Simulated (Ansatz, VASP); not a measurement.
# Cross-check of C3N4 between VASP and Ansatz, part 2 of 3

Wanted: the spread between two codes on one cell, functional and k mesh. The structure shown is the end of the VASP relaxation below.

VASP 6.6.1 and Ansatz 0.2.0.

So far: The starting structure; VASP: relaxation, r2SCAN.

## Step 3: Ansatz: single point, r2SCAN

Level of this step: Ansatz beside VASP: Kohn-Sham DFT, plane waves, r2SCAN (Ansatz).

Ansatz runs on its default PAW (the set named soft_2) files.

The same cell, functional, mesh and smearing now go to Ansatz, which takes its cutoff from its data sets.

input.yaml

```yaml
crystal:
  lattice:
    - [4.78443383, 0.0, 0.0]
    - [-2.39221691, 4.14344124, 0.0]
    - [0.0, 0.0, 18.58001745]
  atoms:
    - { symbol: "N", position: [0.50381534, 0.49618466, 0.58917785] }
    - { symbol: "N", position: [0.50381534, 0.00763069, 0.58917785] }
    - { symbol: "N", position: [0.99236931, 0.49618466, 0.58917785] }
    - { symbol: "N", position: [0.0, 0.0, 0.58904574] }
    - { symbol: "N", position: [0.83711407, 0.16288593, 0.41124516] }
    - { symbol: "N", position: [0.83711407, 0.67422815, 0.41124516] }
    - { symbol: "N", position: [0.32577185, 0.16288593, 0.41124516] }
    - { symbol: "N", position: [0.33333333, 0.66666667, 0.41092288] }
    - { symbol: C, position: [0.35383491, 0.17691746, 0.58915492] }
    - { symbol: C, position: [0.82308254, 0.17691746, 0.58915492] }
    - { symbol: C, position: [0.82308254, 0.64616509, 0.58915492] }
    - { symbol: C, position: [0.68659351, 0.84329675, 0.41124984] }
    - { symbol: C, position: [0.15670325, 0.84329675, 0.41124984] }
    - { symbol: C, position: [0.15670325, 0.31340649, 0.41124984] }
hamiltonian:
  xc: r2scan
  pseudopotentials: { kind: paw }
kpoints:
  mp_grid: { grid: [6, 6, 1] }
scf:
  occupations: { method: gaussian, width: 0.05 }
  n_extra_bands: 7
efield:
  axis: 3
  dipole_correction: true
  ramp_width: 0.04
output:
  forces: true
  eigenvalues: true
```

Started as:

```
> ansatz run input.yaml --threads 4 --pin off --max-ram 9216MiB --backend cpu --events-out ev --progress --plain --runs-dir out
```

Numbers of over 12 decimals in the logs are rounded to 6 here.

Output:

```text
scf.n_extra_bands = 7 over 32 filled bands (N_el = 64.0): the run solves 39 bands
Engine: ansatz 0.2.0, aarch64-unknown-linux-gnu
Pseudopotentials: kind: paw
Pseudopotential: N, paw, valence charge 5, recommended cutoff 500 eV (meta_gga), N.paw.azcp
Pseudopotential: C, paw, valence charge 4, recommended cutoff 500 eV (meta_gga), C.paw.azcp
Functional definition: r2SCAN
  parameter k0 = 0.174
  parameter k1 = 0.065
  parameter a1 = 4.9479
  exchange = r2scan_x(k0 = k0, k1 = k1, a1 = a1)
  correlation = r2scan_c
Crystal: 14 atoms, lattice volume = 368.331 Å³
Basis set: ecut = 500 eV, 9325 PW (Γ), exchange–correlation on 144×144×576 points (64 copies of the dense FFT grid, shifted against one another)
Bands: 39, of which v1, the nominal top of the filled ones, is band 32 counted from 1 (31 counted from 0)
Symmetry: 6 space group operations
Space group: P3m1 (ITA 156), of the structure as read, at distance tolerance 7.2e-5 Å
k-points: 7 of 36 (time reversal used)
Non-local potential: N, projectors of the file, l = 0: 2, l = 1: 2, l = 2: 1
Non-local potential: C, projectors of the file, l = 0: 2, l = 1: 2, l = 2: 1
PAW form: soft (Blöchl's): semilocal exchange-correlation on the pseudo side does not see the compensation charge
PAW frozen core: N, regenerated for the run's functional (the file was generated under x = pbe(κ = 0.804, μ = 0.219515), c = pbe(β = 0.066725))
PAW frozen core: C, regenerated for the run's functional (the file was generated under x = pbe(κ = 0.804, μ = 0.219515), c = pbe(β = 0.066725))
PAW one-centre angular grid: N, 302 points (default); XC on 160 Gauss nodes
PAW one-centre angular grid: C, 302 points (default); XC on 239 of its mesh's 2573 points in the sphere
Initial density: superposition of atomic densities (neutral atoms: chi_scale 0, normalization atom), corrected by the library's trained network
Initial wavefunctions: pseudopotential atomic-orbital guess
Functional: x = r2scan, c = r2scan; τ floored in thin density (d = 2e-4 eV/Å³)
SCF iter   1: F=—  HF=-4583.272273 eV  |F-HF|=—  |Δ(HF+E_count)|=         —  Δρ=1.24e-2  dr2=6.02e-1  dr2_τ=2.45e0  ethr=1.77e-3  p=0.000 e·Å  D=2.27e-4 V/Å  ΔV_dip=-0.00 eV  dr2_dipole=9.50e-6  V_vac-E_F(+/−)=3.91/3.92 eV  ⟨swp⟩=19.3  Hψ=2026  notcnv=0  defer=1
efield: sawtooth ramp at fractional position 0.9801 (placed from the atoms, in the widest stretch of the axis that holds none; the zero of the levels goes with the place), width 0.0400; the density the first Hamiltonian is built on has a dipole p = 0.000 e·Å; the dipole correction subtracts the counter field D = 2.27e-4 V/Å, which shifts the + side's vacuum level by -0.00 eV against the − side's; the planar-averaged density in the ramp window peaks in size at 1.0e-4 e/Å³
preconditioner: auto → Resta (q_TF=auto, 2.038 Å⁻¹)  ε∞=2.2  [insulator: Δε(μ)=2.208 eV  Ē_g=14.427 eV  σ=0.050 eV  W_gap=1.00  n_scr=66 (ndim 8)  ℏωp=15.5 eV  f_vac=0.633  D(μ)=0.00/eV (n_scr^D=0)  ε∞_Penn≈2.2  vacuum switching on, ρ_ref=1.5e-2 e/Å³]
SCF iter   2: F=—  HF=-4583.388987 eV  |F-HF|=—  |Δ(HF+E_count)|=   1.17e-1  Δρ=7.43e-3  dr2=8.23e-2  dr2_τ=2.37e-2  ethr=9.41e-4  p=-0.001 e·Å  D=-5.55e-4 V/Å  ΔV_dip=0.01 eV  dr2_dipole=2.31e-6  V_vac-E_F(+/−)=3.84/3.83 eV  ⟨swp⟩=2.1  Hψ=545  notcnv=0  defer=21
SCF iter   3: F=—  HF=-4583.378434 eV  |F-HF|=—  |Δ(HF+E_count)|=   1.06e-2  Δρ=3.17e-3  dr2=1.50e-2  dr2_τ=1.72e-3  ethr=1.29e-4  p=-0.002 e·Å  D=-8.89e-4 V/Å  ΔV_dip=0.02 eV  dr2_dipole=1.03e-6  V_vac-E_F(+/−)=3.90/3.89 eV  ⟨swp⟩=2.0  Hψ=471  notcnv=0  defer=21
SCF iter   4: F=—  HF=-4583.378250 eV  |F-HF|=—  |Δ(HF+E_count)|=   1.85e-4  Δρ=1.35e-3  dr2=3.10e-3  dr2_τ=1.71e-4  ethr=2.34e-5  p=-0.003 e·Å  D=-1.24e-3 V/Å  ΔV_dip=0.02 eV  dr2_dipole=1.08e-7  V_vac-E_F(+/−)=3.90/3.88 eV  ⟨swp⟩=2.1  Hψ=471  notcnv=0  defer=21
SCF iter   5: F=—  HF=-4583.378219 eV  |F-HF|=—  |Δ(HF+E_count)|=   3.07e-5  Δρ=2.95e-4  dr2=1.38e-4  dr2_τ=1.52e-5  ethr=4.84e-6  p=-0.003 e·Å  D=-1.39e-3 V/Å  ΔV_dip=0.03 eV  dr2_dipole=9.65e-9  V_vac-E_F(+/−)=3.90/3.87 eV  ⟨swp⟩=2.0  Hψ=391  notcnv=0  defer=21
SCF iter   6: F=—  HF=-4583.378289 eV  |F-HF|=—  |Δ(HF+E_count)|=   6.99e-5  Δρ=6.11e-5  dr2=8.49e-6  dr2_τ=9.43e-7  ethr=2.15e-7  p=-0.003 e·Å  D=-1.44e-3 V/Å  ΔV_dip=0.03 eV  dr2_dipole=1.12e-9  V_vac-E_F(+/−)=3.90/3.87 eV  ⟨swp⟩=2.0  Hψ=476  notcnv=0  defer=21
SCF iter   7: F=—  HF=-4583.378538 eV  |F-HF|=—  |Δ(HF+E_count)|=   2.49e-4  Δρ=9.51e-6  dr2=2.39e-7  dr2_τ=2.88e-8  ethr=1.33e-8  p=-0.003 e·Å  D=-1.46e-3 V/Å  ΔV_dip=0.03 eV  dr2_dipole=4.13e-13  V_vac-E_F(+/−)=3.90/3.87 eV  ⟨swp⟩=2.0  Hψ=465  notcnv=0  defer=21
SCF iter   8: F=-4583.378538 eV  HF=-4583.378538 eV  |F-HF|=1.17e-8  |Δ(HF+E_count)|=   3.02e-7  Δρ=3.19e-6  dr2=4.02e-8  dr2_τ=5.51e-9  ethr=1.56e-10  p=-0.003 e·Å  D=-1.46e-3 V/Å  ΔV_dip=0.03 eV  dr2_dipole=1.11e-11  V_vac-E_F(+/−)=3.90/3.87 eV  ⟨swp⟩=17.0  Hψ=1489  notcnv=0
SCF 1 converged in 8 iterations: F = -4583.378538 eV  dr2 = 4.02e-8
  greatest PAW one-centre occupation: 0.821 electrons in one spin orbital (limit 2), on the N atom at site 2 (counted from 0), in its partial waves of l = 0
SCF converged after 8 iterations
Free energy (F): -4583.378538 eV
Harris-Foulkes:  -4583.378538 eV  (|F-HF|=1.17e-8)
Internal energy: -4583.378538 eV  (E = F + TS)
E sigma→0 (E₀):  -4583.378538 eV
Fermi energy:    -0.202653 eV
Dipole field:    D = -0.001466 V/Å  (p = -0.002985 e·Å, saw-weighted, corrected)
Work function:   Φ+ = 3.8978 eV   Φ− = 3.8706 eV
Levels:          The Fermi level and band energies are counted from a zero that moves with the ramp; work functions are not
--- Per-component energies (eV) ---
  E_band       = -721.096961
  E_kinetic    = 1591.783928
  E_local      = -30211.178496  (includes V_loc(G=0)·N_el)
  E_nonlocal   = 523.391500
  E_hartree    = 14283.781542
  E_xc         = -748.395351
  E_vxc        = -1057.028293  (∫ρ·V_xc dr)
  E_paw        = -1637.753303  (= ΣΔE_a)
  E_vpaw       = -199.628665  (= ΣTr[D̂ρ^β])
  E_aug_tail   = 0.000171  (compensation charges beyond the density's cutoff)
  E_vtau       = 64.013165  (kinetic-family band-sum trace: ∫τ·v_τ [+ j·A + Jᵃ·Aᵃ] dr)
  E_efield     = 0.000002  (sawtooth field / dipole correction)
  E_vefield    = 0.000217  (∫n·V_field dr)
  E_ewald      = 11615.376627
  E_core_change = -0.385159  (= ΣΔE_core)
  E_smearing   = -0.000000  (= −TS)
  E_closure    = -0.000000  (closes the sum)
  Σ components = -4583.378538   (vs F -4583.378538, Δ=0.00e0)
--- Forces (eV/Å), atoms counted from 1 ---
  atom   1  N      0.17847436    -0.10304222    -0.00057099
  atom   2  N      0.00000000     0.20608444    -0.00057099
  atom   3  N     -0.17847436    -0.10304222    -0.00057099
  atom   4  N      0.00000000     0.00000000    -0.02352505
  atom   5  N      0.17460469    -0.10080807     0.01112277
  atom   6  N      0.00000000     0.20161613     0.01112277
  atom   7  N     -0.17460469    -0.10080807     0.01112277
  atom   8  N     -0.00000000     0.00000000     0.00470508
  atom   9  C      0.13472033     0.07778082    -0.00452131
  atom  10  C     -0.13472033     0.07778082    -0.00452131
  atom  11  C     -0.00000000    -0.15556164    -0.00452131
  atom  12  C      0.14406778     0.08317757     0.00025900
  atom  13  C     -0.14406778     0.08317757     0.00025900
  atom  14  C     -0.00000000    -0.16635515     0.00025900
  max |Σ_I F_I| component: 4.84e-5 eV/Å
--- Band table (eV; the first three rows and the last of 7) ---
  k-point 0: bands = [... 28 lower, -1.1949, -1.1949, -1.1737, -1.1737, 0.7684, 0.7684, 1.0377, 1.0377, ... 3 higher]
  k-point 1: bands = [... 28 lower, -1.7534, -1.7344, -1.3070, -1.2863, 0.9510, 1.2354, 1.2754, 1.5586, ... 3 higher]
  k-point 2: bands = [... 28 lower, -3.1277, -3.1105, -1.5377, -1.5181, 1.3527, 1.6207, 2.4103, 2.6321, ... 3 higher]
  k-point 6: bands = [... 28 lower, -2.7997, -2.7772, -2.2972, -2.2814, 1.2722, 1.3306, 3.9592, 3.9741, ... 3 higher]
```

The job ended after 8.2 s (4 threads of Arm Neoverse V2, shared host; peak memory 1.2 GiB).

## Step 4: Comparison

Known differences besides the potentials themselves: VASP keeps PBE cores, Ansatz makes them for the functional; the cutoff is 500 eV in Ansatz and 400 eV in VASP (PREC = Normal, projectors in real space). Total energies have different zeros and are not compared.

The two programs side by side:

```csv
quantity,Ansatz,VASP,difference
gap on the k mesh (eV),1.942,1.908,+0.034
```

At this near-relaxed geometry the largest component of a force difference is 200 meV/Å. A gap on the mesh is an upper bound, since the band edges may lie between its points.

## Step 5: Other set-ups

Further runs change the set-up of one program: Ansatz's method, potentials or start, or VASP's data sets, cutoff or form of LDA. The table gives Ansatz less VASP for each quantity, since a change that brings one quantity closer may part another.

```csv
run,r.m.s. force difference (meV/Å),gap on the k mesh (eV)
as above,98,0.034
cores kept as stored,104,0.034
Ansatz's larger PAW set (cutoff 900 eV),94,0.033
norm-conserving potentials (cutoff 1252 eV),109,-0.017
```

## Step 6: VASP: band structure, r2SCAN

Levels along a path test the potential and the projectors away from the mesh points.

INCAR

```
SYSTEM = C3N4
PREC = Normal
ENCUT = 400
EDIFF = 1E-06
NELM = 120
ISMEAR = 0
SIGMA = 0.05
LREAL = Auto
ALGO = Normal
METAGGA = R2SCAN
LASPH = .TRUE.
NBANDS = 64
LORBIT = 11
LWAVE = .FALSE.
LCHARG = .TRUE.
IDIPOL = 3
LDIPOL = .TRUE.
DIPOL = 0.5 0.5 0.5
LVHAR = .TRUE.
LVACPOTAV = .TRUE.
LELF = .TRUE.
NEDOS = 1500
```

POSCAR

```
C3N4
1.0
    4.7844338280      0.0000000000      0.0000000000
   -2.3922169140      4.1434412380      0.0000000000
    0.0000000000      0.0000000000     18.5800174523
N C
8 6
Direct
    0.5038153429      0.4961846571      0.5891778497
    0.5038153429      0.0076306857      0.5891778497
    0.9923693143      0.4961846571      0.5891778497
    0.0000000000      0.0000000000      0.5890457358
    0.8371140734      0.1628859266      0.4112451602
    0.8371140734      0.6742281479      0.4112451602
    0.3257718521      0.1628859266      0.4112451602
    0.3333333330      0.6666666670      0.4109228804
    0.3538349123      0.1769174556      0.5891549210
    0.8230825444      0.1769174556      0.5891549210
    0.8230825444      0.6461650877      0.5891549210
    0.6865935062      0.8432967531      0.4112498407
    0.1567032469      0.8432967531      0.4112498407
    0.1567032469      0.3134064938      0.4112498407
```

KPOINTS

```
Automatic mesh
0
Gamma
6 6 1
0 0 0
```

KPOINTS_OPT

```
Line mode
14
Line-mode
Reciprocal
  0.00000000   0.00000000   0.00000000 GAMMA
  0.50000000   0.00000000   0.00000000 M

  0.50000000   0.00000000   0.00000000 M
  0.33333333   0.33333333   0.00000000 K

  0.33333333   0.33333333   0.00000000 K
  0.00000000   0.00000000   0.00000000 GAMMA
```

PAW data sets: N and C (PBE family, release 64).

Started as:

```
> mpirun -np 4 vasp_std
```

Output:

```text
[banner, memory and clock lines left out]
running    4 mpi-ranks, on    1 nodes
[...]
[... a notice as in an earlier step ...]

 LDA part: xc-table for (None), standard interpolation
 POSCAR, INCAR and KPOINTS ok, starting setup
[...]
entering main loop
       N       E                     dE             d eps       ncg     rms          rms(c)
DAV:   1     0.386516052225E+03    0.38652E+03   -0.24236E+04   944   0.676E+02
DAV:   2    -0.109939253681E+03   -0.49646E+03   -0.45898E+03  1208   0.213E+02
DAV:   3    -0.156768298503E+03   -0.46829E+02   -0.45985E+02  1168   0.666E+01
DAV:   4    -0.157541729776E+03   -0.77343E+00   -0.77021E+00  1192   0.101E+01
[...]
DAV:  22    -0.127800987120E+03   -0.13797E-05   -0.38670E-07   776   0.335E-03    0.339E-03
DAV:  23    -0.127800986041E+03    0.10790E-05   -0.14079E-07   784   0.203E-03    0.339E-03
DAV:  24    -0.127800985135E+03    0.90590E-06   -0.27204E-08   768   0.934E-04
|                                                                             |
[...]
1 F= -.12780099E+03 E0= -.12780099E+03  d E =-.113485E-10
 Start KPOINTS_OPT (optional k-point list driver)
k-point batch [1-7\42]
       N       E                     dE             ncg
DAV:   1    -0.176329526813E+04   -0.31899E+04      896
DAV:   2    -0.499780259001E+04   -0.32345E+04     1304
DAV:   3    -0.533953393910E+04   -0.34173E+03     1160
DAV:   4    -0.534421551626E+04   -0.46816E+01     1200
DAV:   5    -0.534429699616E+04   -0.81480E-01     1192
DAV:   6    -0.534430014465E+04   -0.31485E-02     1240
DAV:   7    -0.534430025787E+04   -0.11323E-03     1200
DAV:   8    -0.534430026336E+04   -0.54909E-05     1088
DAV:   9    -0.534430026366E+04   -0.30010E-06      928
[...]
k-point batch [36-42\42]
       N       E                     dE             ncg
DAV:   1    -0.178071318286E+04   -0.36651E+04      896
DAV:   2    -0.500290990599E+04   -0.32222E+04     1264
DAV:   3    -0.534528564039E+04   -0.34238E+03     1128
DAV:   4    -0.534995560392E+04   -0.46700E+01     1200
DAV:   5    -0.535003138790E+04   -0.75784E-01     1192
DAV:   6    -0.535003410600E+04   -0.27181E-02     1216
DAV:   7    -0.535003421220E+04   -0.10620E-03     1200
DAV:   8    -0.535003421712E+04   -0.49164E-05     1016
DAV:   9    -0.535003421739E+04   -0.27173E-06      872
```

From OUTCAR (step 6):

```text
  Total       -7.7250266     -7.7250266     -5.6426914      0.0000000     -0.0000000      0.0000000
  in kB      -33.6025870    -33.6025870    -24.5447733      0.0000000     -0.0000000      0.0000000
  external PRESSURE =     -30.5833157 kB  Pullay stress =       0.0000000 kB

 POSITION                                       TOTAL-FORCE (eV/Angst)
 -----------------------------------------------------------------------------------
      1.22349      2.05591     10.94693         0.004637     -0.002677      0.008524
      2.39222      0.03162     10.94693         0.000000      0.005354      0.008524
      3.56094      2.05591     10.94693        -0.004637     -0.002677      0.008524
      0.00000      0.00000     10.94448         0.000000      0.000000     -0.014239
      3.61546      0.67491      7.64094         0.003014     -0.001740     -0.001739
      2.39222      2.79362      7.64094         0.000000      0.003481     -0.001739
      1.16898      0.67491      7.64094        -0.003014     -0.001740     -0.001739
     -0.00000      2.76229      7.63495         0.000000      0.000000     -0.006080
      1.26967      0.73305     10.94651        -0.009301     -0.005370      0.001411
      3.51476      0.73305     10.94651         0.009301     -0.005370      0.001411
      2.39222      2.67735     10.94651         0.000000      0.010740      0.001411
      1.26761      3.49415      7.64103         0.001754      0.001012     -0.001424
     -1.26761      3.49415      7.64103        -0.001754      0.001012     -0.001424
      0.00000      1.29858      7.64103         0.000000     -0.002025     -0.001424
 -----------------------------------------------------------------------------------
    total drift:                                0.000040      0.000182     -0.003410

  FREE ENERGIE OF THE ION-ELECTRON SYSTEM (eV)
  ---------------------------------------------------
  free  energy   TOTEN  =      -127.8009851355 eV

  energy  without entropy=     -127.8009851355  energy(sigma->0) =     -127.80098514

[... 1 part as in an earlier step ...]

[... 2 further parts left out ...]
[key lines of the parts left out:]
E-fermi :  -1.7351
```

(Part 2 of 3 ends here.)

[Lines on the potential files, build, host, timing and source positions are cut from VASP's logs without a mark.]

[Logs are printed without paths, hosts, clocks, repeated set-up lines and the standing remarks that a program may print on its own settings, such as how far it seeks lower states.]

[Hosts, paths, dates, database ids (printed as entryN), source tags and the programs' standing remarks are cut or masked in the printed files.]
